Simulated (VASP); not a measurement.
# Lattice of Mo, functional by functional, part 2 of 3

Aim: relax Mo at several levels of theory and compare the cells. The starting structure is a measured crystal structure from the Crystallography Open Database. The first relaxation on each setting starts from this cell expanded by 3 % in volume.

VASP 6.6.1.

Results so far: PBEsol 15.36 Å³ an atom; LDA 15.12 Å³ an atom; PBE 15.82 Å³ an atom.

### 5. Relaxation with PBEsol + D3(BJ)

Level of this step: PBEsol with D3(BJ); plane waves and PAW (Mo_sv) (VASP).

D3 with Becke-Johnson damping keeps a finite attraction at short range. This run starts from the cell of an earlier relaxation, which isn't shown; the restart sets up the plane waves anew.

Input file INCAR:

```
SYSTEM = Mo
PREC = Accurate
ENCUT = 450
EDIFF = 1E-06
NELM = 100
ISMEAR = 1
SIGMA = 0.15
LREAL = .FALSE.
ALGO = Normal
GGA = PS
IVDW = 12
NBANDS = 13
LASPH = .TRUE.
LORBIT = 11
LWAVE = .FALSE.
LCHARG = .FALSE.
KPAR = 4
IBRION = 2
NSW = 50
ISIF = 3
EDIFFG = -0.006
```

Input file POSCAR:

```
Mo
1.0
   -1.5521364377      1.5521364377      1.5521364377
    1.5521364377     -1.5521364377      1.5521364377
    1.5521364377      1.5521364377     -1.5521364377
Mo
1
Direct
    0.0000000000      0.0000000000      0.0000000000
```

Input file KPOINTS:

```
Automatic mesh
0
Gamma
20 20 20
0 0 0
```

PAW data sets: Mo_sv (PBE family, release 64).

The run is started by

```sh
> mpirun -np 4 vasp_std
```

The log of the run:

```text
[banner, memory and clock lines left out]
running    4 mpi-ranks, on    1 nodes
[...]
[... a notice as in an earlier step ...]

 LDA part: xc-table for (Slater+PW92), standard interpolation
 POSCAR, INCAR and KPOINTS ok, starting setup
[...]
entering main loop
       N       E                     dE             d eps       ncg     rms          rms(c)
DAV:   1     0.807532358229E+02    0.80753E+02   -0.74526E+03  6775   0.100E+03
DAV:   2    -0.115581940020E+02   -0.92311E+02   -0.88806E+02  7666   0.290E+02
DAV:   3    -0.124951532880E+02   -0.93696E+00   -0.93525E+00  7411   0.294E+01
DAV:   4    -0.124971871513E+02   -0.20339E-02   -0.20338E-02  7536   0.165E+00
[...]
DAV:   9    -0.117695276718E+02   -0.77195E-05   -0.79583E-05  7891   0.107E-01    0.855E-02
DAV:  10    -0.117695334739E+02   -0.58021E-05   -0.87273E-06  6926   0.347E-02    0.419E-03
DAV:  11    -0.117695336991E+02   -0.22523E-06   -0.78902E-08  3658   0.307E-03
   1 F= -.12506771E+02 E0= -.12506572E+02  d E =-.125068E+02
[...]
DAV:   1    -0.117687053404E+02    0.82813E-03   -0.14417E-02  6776   0.160E+00    0.317E-01
DAV:   2    -0.117680699754E+02    0.63537E-03   -0.96440E-04  6696   0.392E-01    0.528E-02
DAV:   3    -0.117680209030E+02    0.49072E-04   -0.14914E-04  7021   0.152E-01    0.476E-02
DAV:   4    -0.117680277995E+02   -0.68965E-05   -0.38097E-06  6836   0.202E-02    0.181E-03
DAV:   5    -0.117680278136E+02   -0.14135E-07   -0.20602E-07  3593   0.576E-03
   2 F= -.12506743E+02 E0= -.12506543E+02  d E =0.275982E-04
 trial-energy change:    0.000028  1 .order    0.000028   -0.000027    0.000083
 step:   0.2474(harm=  0.2474)  dis= 0.00000  next Energy=   -12.506774 (dE=-0.339E-05)
[...]
N       E                     dE             d eps       ncg     rms          rms(c)
DAV:   1    -0.117695564619E+02   -0.15287E-02   -0.81678E-03  6776   0.121E+00    0.237E-01
DAV:   2    -0.117691994614E+02    0.35700E-03   -0.54970E-04  6696   0.296E-01    0.398E-02
DAV:   3    -0.117691711659E+02    0.28296E-04   -0.84043E-05  7006   0.114E-01    0.352E-02
DAV:   4    -0.117691717878E+02   -0.62190E-06   -0.21620E-06  6434   0.153E-02
   3 F= -.12506774E+02 E0= -.12506575E+02  d E =-.347670E-05
[...]
reached required accuracy - stopping structural energy minimisation
```

Elapsed: 8.4 s, on 4 MPI ranks of Intel Xeon 6975P-C (Granite Rapids), shared host; peak memory 0.63 GiB.

From OUTCAR (step 5):

```text
 Edisp (eV)   -0.73872

 Edisp (eV)   -0.73760

  Total       0.00571     0.00571     0.00571     0.00000     0.00000    -0.00000
  in kB       0.61175     0.61175     0.61175     0.00000     0.00000    -0.00000
  external pressure =        0.61 kB  Pullay stress =        0.00 kB

 POSITION                                       TOTAL-FORCE (eV/Angst)
 -----------------------------------------------------------------------------------
      0.00000      0.00000      0.00000         0.000000      0.000000     -0.000000
 -----------------------------------------------------------------------------------
    total drift:                                0.000000     -0.000000      0.000000

  FREE ENERGIE OF THE ION-ELECTRON SYSTEM (eV)
  ---------------------------------------------------
  free  energy   TOTEN  =       -12.5067741129 eV

  energy  without entropy=      -12.5061774208  energy(sigma->0) =      -12.50657522

[... 2 parts as in an earlier step ...]

[... 2 further parts left out ...]
[key lines of the parts left out:]
E-fermi :  13.2179
```

With PBEsol + D3(BJ) the relaxed cell holds 14.950 Å³ an atom, -3.98 % against the measured cell, with a = 3.104 Å. That is -2.64 % from PBEsol.

### 6. Relaxation with r2SCAN

r2SCAN adds the kinetic-energy density, costs more than a GGA and is run with LASPH. This run starts from the cell of an earlier relaxation, which isn't shown; the restart sets up the plane waves anew.

INCAR: that of step 5 with these lines changed.

```diff
@@ -9,6 +9,5 @@
 ALGO = Normal
-GGA = PS
-IVDW = 12
+METAGGA = R2SCAN
+LASPH = .TRUE.
 NBANDS = 13
-LASPH = .TRUE.
 LORBIT = 11
```

Input file POSCAR:

```
Mo
1.0
   -1.5772900145      1.5772900145      1.5772900145
    1.5772900145     -1.5772900145      1.5772900145
    1.5772900145      1.5772900145     -1.5772900145
Mo
1
Direct
    0.0000000000      0.0000000000      0.0000000000
```

KPOINTS is that of step 5.

The run is started by

```sh
> mpirun -np 4 vasp_std
```

The log of the run:

```text
[banner, memory and clock lines left out]
running    4 mpi-ranks, on    1 nodes
[...]
[... a notice as in an earlier step ...]

 LDA part: xc-table for (None), standard interpolation
 POSCAR, INCAR and KPOINTS ok, starting setup
[...]
entering main loop
       N       E                     dE             d eps       ncg     rms          rms(c)
DAV:   1     0.646946489974E+02    0.64695E+02   -0.76029E+03  6776   0.102E+03
DAV:   2    -0.313526339663E+02   -0.96047E+02   -0.92553E+02  7716   0.300E+02
DAV:   3    -0.324111309321E+02   -0.10585E+01   -0.10566E+01  7416   0.315E+01
DAV:   4    -0.324136263068E+02   -0.24954E-02   -0.24953E-02  7591   0.186E+00
[...]
DAV:  10    -0.260802993021E+02   -0.14696E-03   -0.19412E-04  7506   0.159E-01    0.524E-02
DAV:  11    -0.260802748008E+02    0.24501E-04   -0.26106E-05  6976   0.603E-02    0.666E-03
DAV:  12    -0.260802751418E+02   -0.34102E-06   -0.14784E-07  4203   0.436E-03
   1 F= -.26080275E+02 E0= -.26080341E+02  d E =-.260803E+02
[...]
DAV:   1    -0.260804126836E+02   -0.13788E-03   -0.31817E-03  6746   0.761E-01    0.127E-01
DAV:   2    -0.260802770986E+02    0.13559E-03   -0.19179E-04  6726   0.179E-01    0.242E-02
DAV:   3    -0.260802664945E+02    0.10604E-04   -0.35507E-05  6991   0.740E-02    0.192E-02
DAV:   4    -0.260802692082E+02   -0.27137E-05   -0.54263E-07  4853   0.840E-03    0.943E-04
DAV:   5    -0.260802692886E+02   -0.80326E-07   -0.64965E-08  3388   0.311E-03
   2 F= -.26080269E+02 E0= -.26080334E+02  d E =0.585328E-05
 trial-energy change:    0.000006  1 .order    0.000006   -0.000006    0.000019
 step:   0.2451(harm=  0.2451)  dis= 0.00000  next Energy=   -26.080276 (dE=-0.748E-06)
[...]
N       E                     dE             d eps       ncg     rms          rms(c)
DAV:   1    -0.260803594531E+02   -0.90245E-04   -0.18251E-03  6746   0.577E-01    0.962E-02
DAV:   2    -0.260802832101E+02    0.76243E-04   -0.11044E-04  6701   0.136E-01    0.185E-02
DAV:   3    -0.260802764330E+02    0.67771E-05   -0.20348E-05  6946   0.560E-02    0.143E-02
DAV:   4    -0.260802759962E+02    0.43687E-06   -0.31035E-07  4463   0.636E-03
   3 F= -.26080276E+02 E0= -.26080342E+02  d E =-.854322E-06
[...]
reached required accuracy - stopping structural energy minimisation
```

It took 36 s on 4 MPI ranks; peak memory 0.58 GiB; 2.3 min of CPU time.

OUTCAR, selected parts (step 6):

```text
  Total        0.0024568      0.0024568      0.0024568      0.0000000     -0.0000000      0.0000000
  in kB        0.2508385      0.2508385      0.2508385      0.0000000     -0.0000000      0.0000000
  external PRESSURE =       0.2508385 kB  Pullay stress =       0.0000000 kB

 POSITION                                       TOTAL-FORCE (eV/Angst)
 -----------------------------------------------------------------------------------
     -0.00000      0.00000      0.00000         0.000000     -0.000000      0.000000
 -----------------------------------------------------------------------------------
    total drift:                                0.000000     -0.000000      0.000000

  FREE ENERGIE OF THE ION-ELECTRON SYSTEM (eV)
  ---------------------------------------------------
  free  energy   TOTEN  =       -26.0802759962 eV

  energy  without entropy=      -26.0804726706  energy(sigma->0) =      -26.08034155

[... 2 parts as in an earlier step ...]

[... 2 further parts left out ...]
[key lines of the parts left out:]
E-fermi :  12.5227
```

With r2SCAN the relaxed cell holds 15.693 Å³ an atom, +0.79 % against the measured cell, with a = 3.154 Å. That is +2.20 % from PBEsol.

### 7. Relaxation with r2SCAN + rVV10

rVV10 adds a nonlocal correlation energy for dispersion. This run starts from the cell of an earlier relaxation, which isn't shown; the restart sets up the plane waves anew.

INCAR: that of step 6 with these lines changed.

```diff
@@ -10,2 +10,6 @@
 METAGGA = R2SCAN
+LUSE_VDW = .TRUE.
+IVDW_NL = 2
+BPARAM = 11.95
+CPARAM = 0.0093
 LASPH = .TRUE.
```

Input file POSCAR:

```
Mo
1.0
   -1.5743285264      1.5743285264      1.5743285264
    1.5743285264     -1.5743285264      1.5743285264
    1.5743285264      1.5743285264     -1.5743285264
Mo
1
Direct
    0.0000000000      0.0000000000      0.0000000000
```

KPOINTS is that of step 6.

The run is started by

```sh
> mpirun -np 4 vasp_std
```

The log of the run:

```text
[banner, memory and clock lines left out]
running    4 mpi-ranks, on    1 nodes
[...]
|                                                                             |
|               ----> ADVICE to this user running VASP <----                  |
|                                                                             |
|     You have switched on vdW-DFT.                                           |
|     This routine was written and supplied by Jiri Klimes. We recommend      |
|     that you carefully read and cite the following publications:            |
|       J. Klimes, D.R. Bowler, A. Michelides                                 |
|          J. Phys.: Cond Matt. 22 022201 (2010)                              |
|       J. Klimes, D.R. Bowler, A. Michelides                                 |
|          Phys. Rev. B. 83, 195131 (2011)                                    |
|     and references therein.                                                 |
|                                                                             |

[...]
DAV:   2    -0.258571416393E+02    0.11368E-03   -0.16417E-04  6691   0.165E-01    0.228E-02
Total rVV10 correction in eV:      0.2224741    14.0030735
Total rVV10 correction in eV:      0.2224741    14.0030735
Total rVV10 correction in eV:      0.2224741    14.0030735
Total rVV10 correction in eV:      0.2224741    14.0030735
DAV:   3    -0.258571315434E+02    0.10096E-04   -0.30461E-05  6946   0.687E-02    0.178E-02
Total rVV10 correction in eV:      0.2224516    14.0030735
Total rVV10 correction in eV:      0.2224516    14.0030735
Total rVV10 correction in eV:      0.2224516    14.0030735
Total rVV10 correction in eV:      0.2224516    14.0030735
DAV:   4    -0.258571311606E+02    0.38279E-06   -0.47013E-07  4618   0.785E-03
Total rVV10 correction in eV:      0.2224514    14.0030735
Total rVV10 correction in eV:      0.2224514    14.0030735
Total rVV10 correction in eV:      0.2224514    14.0030735
Total rVV10 correction in eV:      0.2224514    14.0030735
Total rVV10 correction in eV:      0.2224504    14.0030735
Total rVV10 correction in eV:      0.2224504    14.0030735
Total rVV10 correction in eV:      0.2224504    14.0030735
Total rVV10 correction in eV:      0.2224504    14.0030735
   3 F= -.25857131E+02 E0= -.25857185E+02  d E =-.117972E-05
[...]
reached required accuracy - stopping structural energy minimisation
```

Elapsed: 50 s, on 4 MPI ranks; peak memory 0.8 GiB.

Parts of OUTCAR (step 7):

```text
  Total        0.0028706      0.0028706      0.0028706     -0.0000000     -0.0000000      0.0000000
  in kB        0.2947503      0.2947503      0.2947503     -0.0000000     -0.0000000      0.0000000
  external PRESSURE =       0.2947503 kB  Pullay stress =       0.0000000 kB

 POSITION                                       TOTAL-FORCE (eV/Angst)
 -----------------------------------------------------------------------------------
     -0.00000      0.00000      0.00000        -0.000000     -0.000000      0.000000
 -----------------------------------------------------------------------------------
    total drift:                                0.000000     -0.000000      0.000000

  FREE ENERGIE OF THE ION-ELECTRON SYSTEM (eV)
  ---------------------------------------------------
  free  energy   TOTEN  =       -25.8571311606 eV

  energy  without entropy=      -25.8572927626  energy(sigma->0) =      -25.85718503

[... 2 parts as in an earlier step ...]

[... 2 further parts left out ...]
[key lines of the parts left out:]
E-fermi :  12.6065
```

With r2SCAN + rVV10 the relaxed cell holds 15.604 Å³ an atom, +0.22 % against the measured cell, with a = 3.148 Å. That is +1.62 % from PBEsol.

(Continued in part 3 of 3.)

[Lines on the potential files, build, host, timing and source positions are cut from VASP's logs without a mark.]

[Logs are printed without paths, hosts, clocks, repeated set-up lines and the standing remarks that a program may print on its own settings, such as how far it seeks lower states.]

[Hosts, paths, dates, database ids (printed as entryN), source tags and the programs' standing remarks are cut or masked in the printed files.]
